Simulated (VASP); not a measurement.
Calculation: r2SCAN meta-GGA, VASP's PBE PAW potentials (set 64) (plane waves; VASP).

A VASP calculation is set up with these files.

### POSCAR
```
Y
1
    3.6843743769     0.0000000000     0.0000000000
   -1.8421871884     3.1907620914     0.0000000000
    0.0000000000     0.0000000000     5.6759451303
Y
2
Direct
  0.6666670000   0.3333330000   0.7500000000
  0.3333330000   0.6666670000   0.2500000000
```

**INCAR**
```
ALGO=Normal
EDIFF=1E-5
EDIFFG=-0.03
ENCUT=400
IBRION=2
ISIF=2
ISMEAR=1
LASPH=T
LCHARG=F
LMAXMIX=4
LMIXTAU=T
LREAL=F
LWAVE=F
METAGGA=R2SCAN
NELM=100
NELMIN=4
NSW=20
PREC=Normal
SIGMA=0.1
SYSTEM=Y
```

File KPOINTS:
```
Automatic mesh
0
Gamma
13 13 7
0 0 0
```

POTCAR, in this order: Y_sv (PBE.64 set). Program: vasp_std.

Output of the run:

### OUTCAR
```
 ion  position               nearest neighbor table
   1  0.667  0.333  0.750-   2 3.55   2 3.55   2 3.55   2 3.55   2 3.55   2 3.55
   2  0.333  0.667  0.250-   1 3.55   1 3.55   1 3.55   1 3.55   1 3.55   1 3.55
  LATTYP: Found a hexagonal cell.
 ALAT       =     3.6843743769
 C/A-ratio  =     1.5405451644
 Subroutine PRICEL returns:
 Original cell was already a primitive cell.
 Subroutine GETGRP returns: Found 24 space group operations
The static configuration has the point symmetry D_3d.
 The point group associated with its full space group is D_6h.
The dynamic configuration has the point symmetry D_3d.
 Subroutine INISYM returns: Found 24 space group operations
 Subroutine IBZKPT returns following result:
 Found     84 irreducible k-points:

 Following reciprocal coordinates:
            Coordinates               Weight
  0.000000  0.000000  0.000000      1.000000
  0.076923 -0.000000  0.000000      6.000000
  0.153846  0.000000  0.000000      6.000000
  0.230769  0.000000  0.000000      6.000000
  0.307692  0.000000  0.000000      6.000000
  0.384615  0.000000  0.000000      6.000000
  0.461538  0.000000  0.000000      6.000000
  0.076923  0.076923  0.000000      6.000000
  0.153846  0.076923  0.000000     12.000000
  0.230769  0.076923  0.000000     12.000000
  0.307692  0.076923  0.000000     12.000000
  0.384615  0.076923  0.000000     12.000000
  0.461538  0.076923  0.000000      6.000000
  0.153846  0.153846  0.000000      6.000000
  0.230769  0.153846  0.000000     12.000000
  0.307692  0.153846  0.000000     12.000000
  0.384615  0.153846  0.000000     12.000000
  0.230769  0.230769  0.000000      6.000000
  0.307692  0.230769  0.000000     12.000000
  0.384615  0.230769  0.000000      6.000000
  0.307692  0.307692  0.000000      6.000000
  0.000000  0.000000  0.142857      2.000000
...
```

OSZICAR:
```
       N       E                     dE             d eps       ncg     rms          rms(c)
DAV:   1     0.451052725854E+02    0.45105E+02   -0.10561E+04  2536   0.119E+03
DAV:   2    -0.390603091481E+02   -0.84166E+02   -0.83187E+02  3158   0.260E+02
DAV:   3    -0.477244426883E+02   -0.86641E+01   -0.85987E+01  4831   0.466E+01
DAV:   4    -0.479393270991E+02   -0.21488E+00   -0.21480E+00  2857   0.841E+00
DAV:   5    -0.479474075331E+02   -0.80804E-02   -0.80801E-02  3618   0.117E+00    0.313E+01
DAV:   6    -0.422608036969E+02    0.56866E+01   -0.94253E+00  3164   0.150E+01    0.220E+01
DAV:   7    -0.402430096939E+02    0.20178E+01   -0.49039E+00  4396   0.118E+01    0.354E+00
DAV:   8    -0.394694119922E+02    0.77360E+00   -0.24724E+00  4346   0.106E+01    0.564E+00
DAV:   9    -0.402855836347E+02   -0.81617E+00   -0.15242E+00  2520   0.978E+00    0.389E+00
DAV:  10    -0.405275391763E+02   -0.24196E+00   -0.84666E-02  2711   0.292E+00    0.416E-01
DAV:  11    -0.405516882639E+02   -0.24149E-01   -0.54330E-02  2976   0.210E+00    0.124E+00
DAV:  12    -0.405365443720E+02    0.15144E-01   -0.74243E-03  2590   0.881E-01    0.319E-01
DAV:  13    -0.405434731642E+02   -0.69288E-02   -0.31424E-03  3101   0.457E-01    0.361E-01
DAV:  14    -0.405351278220E+02    0.83453E-02   -0.20215E-03  2534   0.439E-01    0.282E-01
DAV:  15    -0.405409187185E+02   -0.57909E-02   -0.40976E-03  2541   0.605E-01    0.682E-02
DAV:  16    -0.405410891860E+02   -0.17047E-03   -0.27989E-04  3325   0.154E-01    0.440E-02
DAV:  17    -0.405409020688E+02    0.18712E-03   -0.18472E-04  3424   0.113E-01    0.219E-02
DAV:  18    -0.405409495084E+02   -0.47440E-04   -0.65745E-05  2488   0.736E-02    0.259E-02
DAV:  19    -0.405409224778E+02    0.27031E-04   -0.10962E-05  1701   0.302E-02    0.163E-02
DAV:  20    -0.405409396573E+02   -0.17180E-04   -0.58641E-06  1435   0.201E-02    0.505E-03
DAV:  21    -0.405409295109E+02    0.10146E-04   -0.16538E-06  1386   0.119E-02    0.215E-03
DAV:  22    -0.405409291143E+02    0.39662E-06   -0.80536E-07  1323   0.612E-03
   1 F= -.40540929E+02 E0= -.40540261E+02  d E =-.405409E+02
```

File OUTCAR:
```
------------------------ aborting loop because EDIFF is reached ----------------------------------------
  FORCE on cell =-STRESS in cart. coord.  units (eV):
  Direction    XX          YY          ZZ          XY          YZ          ZX
  --------------------------------------------------------------------------------------
  Total        0.0675112      0.0675112      0.0835036      0.0000000      0.0000000     -0.0000000
  in kB        1.6210262      1.6210265      2.0050228      0.0000000      0.0000000     -0.0000000
  external PRESSURE =       1.7490251 kB  Pullay stress =       0.0000000 kB
  volume of cell :       66.73
      direct lattice vectors                 reciprocal lattice vectors
     3.684374377  0.000000000  0.000000000     0.271416501  0.156702376  0.000000000
    -1.842187188  3.190762091  0.000000000     0.000000000  0.313404751  0.000000000
     0.000000000  0.000000000  5.675945130     0.000000000  0.000000000  0.176182112
 POSITION                                       TOTAL-FORCE (eV/Angst)
 -----------------------------------------------------------------------------------
      1.84219      1.06359      4.25696         0.000000     -0.000000      0.000000
     -0.00000      2.12718      1.41899        -0.000000      0.000000      0.000000
 -----------------------------------------------------------------------------------
    total drift:                                0.000221     -0.000127      0.000310
  FREE ENERGIE OF THE ION-ELECTRON SYSTEM (eV)
  ---------------------------------------------------
  free  energy   TOTEN  =       -40.5409291143 eV

  energy  without entropy=      -40.5389245098  energy(sigma->0) =      -40.54026091

 reached required accuracy - stopping structural energy minimisation
```
(Selected blocks of OUTCAR.)

The compound is Y in the hcp structure. It was relaxed first.
